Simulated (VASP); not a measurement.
These are PBEsol GGA, VASP's PBE PAW potentials (set 64) (plane waves; VASP 6.6.1) values and carry that method's errors.

Input for VASP

INCAR:
```
SYSTEM = BaHfO3
PREC = Accurate
ENCUT = 520
EDIFF = 1E-7
NELM = 100
ALGO = Normal
LREAL = .FALSE.
LASPH = .TRUE.
ISMEAR = 0
SIGMA = 0.05
GGA = PS
LMAXMIX = 6
LWAVE = .FALSE.
LCHARG = .FALSE.
ISIF = 2
```

POSCAR:
```
BaHfO3
1.0
  4.1960366873   0.0000000000   0.0000000000
  0.0000000000   4.1960366873   0.0000000000
  0.0000000000   0.0000000000   4.1960366873
Ba Hf O
1 1 3
Direct
  0.0000000000   0.0000000000   0.0000000000
  0.5000000000   0.5000000000   0.5000000000
  0.5000000000   0.0000000000   0.5000000000
  0.0000000000   0.5000000000   0.5000000000
  0.5000000000   0.5000000000   0.0000000000
```

### KPOINTS
```
Automatic mesh
0
Gamma
6 6 6
0 0 0
```

POTCAR, in this order: Ba_sv Hf_pv O (PBE.64 set). Program: vasp_std.

What VASP printed:

### OUTCAR
```
 ion  position               nearest neighbor table
   1  0.000  0.000  0.000-   3 2.97   4 2.97   5 2.97   3 2.97   4 2.97   4 2.97   5 2.97   4 2.97
                             3 2.97   5 2.97   3 2.97   5 2.97   2 3.63   2 3.63   2 3.63   2 3.63
   2  0.500  0.500  0.500-   3 2.10   4 2.10   5 2.10   5 2.10   3 2.10   4 2.10   1 3.63   1 3.63
                             1 3.63   1 3.63   1 3.63   1 3.63   1 3.63   1 3.63
   3  0.500  0.000  0.500-   2 2.10   2 2.10   1 2.97   1 2.97   1 2.97   1 2.97
   4  0.000  0.500  0.500-   2 2.10   2 2.10   1 2.97   1 2.97   1 2.97   1 2.97
   5  0.500  0.500  0.000-   2 2.10   2 2.10   1 2.97   1 2.97   1 2.97   1 2.97
  LATTYP: Found a simple cubic cell.
 ALAT       =     4.1960366873
 Subroutine PRICEL returns:
 Original cell was already a primitive cell.
 Subroutine GETGRP returns: Found 48 space group operations
The static configuration has the point symmetry O_h .
The dynamic configuration has the point symmetry O_h .
 Subroutine INISYM returns: Found 48 space group operations
 Subroutine IBZKPT returns following result:
 Found     20 irreducible k-points:

 Following reciprocal coordinates:
            Coordinates               Weight
  0.000000  0.000000  0.000000      1.000000
  0.166667  0.000000  0.000000      6.000000
  0.333333  0.000000  0.000000      6.000000
  0.500000  0.000000  0.000000      3.000000
  0.166667  0.166667  0.000000     12.000000
  0.333333  0.166667  0.000000     24.000000
  0.500000  0.166667  0.000000     12.000000
  0.333333  0.333333  0.000000     12.000000
  0.500000  0.333333  0.000000     12.000000
  0.500000  0.500000  0.000000      3.000000
  0.166667  0.166667  0.166667      8.000000
  0.333333  0.166667  0.166667     24.000000
  0.500000  0.166667  0.166667     12.000000
  0.333333  0.333333  0.166667     24.000000
  0.500000  0.333333  0.166667     24.000000
  0.500000  0.500000  0.166667      6.000000
  0.333333  0.333333  0.333333      8.000000
  0.500000  0.333333  0.333333     12.000000
  0.500000  0.500000  0.333333      6.000000
  0.500000  0.500000  0.500000      1.000000
   k-points           NKPTS =     20   k-points in BZ     NKDIM =     20   number of bands    NBANDS=     23
   number of dos      NEDOS =    301   number of ions     NIONS =      5
   total plane-waves  NPLWV =  32768
   dimension x,y,z NGX =    32 NGY =   32 NGZ =   32
   dimension x,y,z NGXF=    64 NGYF=   64 NGZF=   64
   ions per type =               1   1   3
   PREC   = accura    normal or accurate (medium, high low for compatibility)
   ISTART =      0    job   : 0-new  1-cont  2-samecut
   ICHARG =      2    charge: 1-file 2-atom 10-const
   ISPIN  =      1    spin polarized calculation?
   LNONCOLLINEAR =      F non collinear calculations
   LSORBIT =      F    spin-orbit coupling
   INIWAV =      1    electr: 0-lowe 1-rand  2-diag
   ENCUT  =  520.0 eV  38.22 Ry    6.18 a.u.   7.80  7.80  7.80*2*pi/ulx,y,z
   NELM   =    100;   NELMIN=  2; NELMDL= -5     # of ELM steps
   EDIFF  = 0.1E-06   stopping-criterion for ELM
   LREAL  =      F    real-space projection
   NLSPLINE    = F    spline interpolate recip. space projectors
   LMAXMIX     =    6 max onsite mixed and CHGCAR
   VOSKOWN=      0    Vosko Wilk Nusair interpolation
   EDIFFG = 0.1E-05   stopping-criterion for IOM
   NSW    =      0    number of steps for IOM
   NBLOCK =      1;   KBLOCK =      1    inner block; outer block
   IBRION =     -1    ionic relax: 0-MD 1-quasi-New 2-CG
   NFREE  =      0    steps in history (QN), initial steepest desc. (CG)
   ISIF   =      2    stress and relaxation
   ISYM   =      2    0-nonsym 1-usesym 2-fastsym
   TEIN   =    0.0    initial temperature
   TEBEG  =    0.0;   TEEND  =   0.0 temperature during run
   SMASS  =  -3.00    Nose mass-parameter (am)
   PSTRESS=    0.0 pullay stress
   NELECT =      38.0000    total number of electrons
   EFERMI =   0.00;   METHOD = LEGACY
   ISMEAR =     0;   SIGMA  =   0.05  broadening in eV -4-tet -1-fermi 0-gaus
...
```

File OSZICAR:
```
       N       E                     dE             d eps       ncg     rms          rms(c)
DAV:   1     0.229580725557E+03    0.22958E+03   -0.21297E+04   928   0.160E+03
DAV:   2    -0.389502850032E+02   -0.26853E+03   -0.26242E+03  1163   0.348E+02
DAV:   3    -0.515565174871E+02   -0.12606E+02   -0.12585E+02  1169   0.753E+01
DAV:   4    -0.518010202989E+02   -0.24450E+00   -0.24441E+00  1370   0.977E+00
DAV:   5    -0.518061311428E+02   -0.51108E-02   -0.51107E-02  1217   0.989E-01    0.588E+01
DAV:   6    -0.457010796231E+02    0.61051E+01   -0.38503E+01  1095   0.354E+01    0.517E+01
DAV:   7    -0.455378136352E+02    0.16327E+00   -0.24582E+00  1196   0.102E+01    0.320E+01
DAV:   8    -0.455018192710E+02    0.35994E-01   -0.29405E-01  1161   0.447E+00    0.494E+00
DAV:   9    -0.454871528868E+02    0.14666E-01   -0.94264E-02  1130   0.195E+00    0.176E+00
DAV:  10    -0.454864650734E+02    0.68781E-03   -0.10188E-02  1196   0.647E-01    0.553E-01
DAV:  11    -0.454863608667E+02    0.10421E-03   -0.81453E-04  1197   0.187E-01    0.743E-02
DAV:  12    -0.454863788312E+02   -0.17964E-04   -0.78454E-05  1282   0.593E-02    0.161E-01
DAV:  13    -0.454863788398E+02   -0.86147E-08   -0.10646E-05  1172   0.209E-02    0.300E-03
DAV:  14    -0.454863786954E+02    0.14440E-06   -0.65434E-07  1259   0.488E-03    0.660E-03
DAV:  15    -0.454863785614E+02    0.13397E-06   -0.12956E-07   812   0.254E-03    0.345E-03
DAV:  16    -0.454863785434E+02    0.18054E-07   -0.45034E-08   754   0.133E-03
   1 F= -.45486379E+02 E0= -.45486379E+02  d E =-.687304E-13
```

OUTCAR:
```
------------------------ aborting loop because EDIFF is reached ----------------------------------------
  FORCE on cell =-STRESS in cart. coord.  units (eV):
  Direction    XX          YY          ZZ          XY          YZ          ZX
  --------------------------------------------------------------------------------------
  Total       -2.2259561     -2.2259561     -2.2259561      0.0000000      0.0000000     -0.0000000
  in kB      -48.2735625    -48.2735625    -48.2735625      0.0000000      0.0000000     -0.0000000
  external PRESSURE =     -48.2735625 kB  Pullay stress =       0.0000000 kB
  volume of cell :       73.88
      direct lattice vectors                 reciprocal lattice vectors
     4.196036687  0.000000000  0.000000000     0.238320128  0.000000000  0.000000000
     0.000000000  4.196036687  0.000000000     0.000000000  0.238320128  0.000000000
     0.000000000  0.000000000  4.196036687     0.000000000  0.000000000  0.238320128
 POSITION                                       TOTAL-FORCE (eV/Angst)
 -----------------------------------------------------------------------------------
      0.00000      0.00000      0.00000         0.000000      0.000000      0.000000
      2.09802      2.09802      2.09802         0.000000      0.000000      0.000000
      2.09802      0.00000      2.09802         0.000000      0.000000      0.000000
      0.00000      2.09802      2.09802         0.000000      0.000000      0.000000
      2.09802      2.09802      0.00000         0.000000      0.000000      0.000000
 -----------------------------------------------------------------------------------
    total drift:                                0.000000     -0.000000     -0.000000
  FREE ENERGIE OF THE ION-ELECTRON SYSTEM (eV)
  ---------------------------------------------------
  free  energy   TOTEN  =       -45.4863785434 eV

  energy  without entropy=      -45.4863785434  energy(sigma->0) =      -45.48637854
```
(Selected blocks of OUTCAR.)

The compound is BaHfO3 in the cubic perovskite structure. This cell is one point of a volume scan, at 1.03 of the reference volume.
